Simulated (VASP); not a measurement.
```xyz
1
Lattice="0.0000 2.4750 2.4750 2.4750 0.0000 2.4750 2.4750 2.4750 0.0000" Properties=species:S:1:pos:R:3 pbc="T T T"
Pb     0.0000     0.0000     0.0000
```

The numbers are results of optB86b-vdW, VASP's PBE PAW potentials (set 64) (plane waves; VASP), not measurements. Run with 520 eV cut-off, 11×11×11 Γ-centred mesh, first-order Methfessel-Paxton smearing of 0.10 eV, potentials Pb_d.

**Question.** The ions, cell shape and volume are relaxed. Which structure does the run end with?

**Answer.** 
```xyz
1
Lattice="0.0000 2.4838 2.4838 2.4838 0.0000 2.4838 2.4838 2.4838 0.0000" Properties=species:S:1:pos:R:3 pbc="T T T"
Pb     0.0000     0.0000     0.0000
```
Space group Fm-3m (225), at a tolerance of 0.03 Å.

**Question.** How do energy and volume change from the first to the last step?

**Answer.** The energy (σ→0) changes by -0.5 meV/atom and the volume by +1.1 %, in 3 ionic steps.

The compound is Pb in the fcc structure. This run relaxes it. Symmetry was kept, so distortions that lower it aren't found.
